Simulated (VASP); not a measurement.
Given:

```yaml
crystal:
  lattice:
    - [0.00000, 2.36460, 2.36460]
    - [2.36460, 0.00000, 2.36460]
    - [2.36460, 2.36460, 0.00000]
  atoms:
    - { symbol: Ca, position: [0.00000, 0.00000, 0.00000] }
    - { symbol: O, position: [0.50000, 0.50000, 0.50000] }
```

All values below come from PBE GGA, VASP's PBE PAW potentials (set 64) (plane waves; VASP 6.6.1). Numerical set-up: 400 eV cut-off, 6×6×6 Γ-centred mesh, Fermi-Dirac smearing of 0.020 eV, potentials Ca_sv O.

At this cut-off the stress carries a Pulay error, which pulls relaxed volumes low.

Problem. Estimate the energy per atom (σ→0), pressure, band gap (on the k-mesh) with the smallest direct gap where there is one.

Solution. 
| Item | Result |
|---|---|
| band gap (on the k-mesh) | 3.63 eV |
| smallest direct gap (on the k-mesh) | 3.99 eV |
| energy per atom (σ→0) | -6.390 eV/atom |
| pressure | 4.94 GPa |

The absolute energy has meaning only against runs of the same code, potentials and settings.

The structure is a typed CaO crystal. The cell was not relaxed at this level.
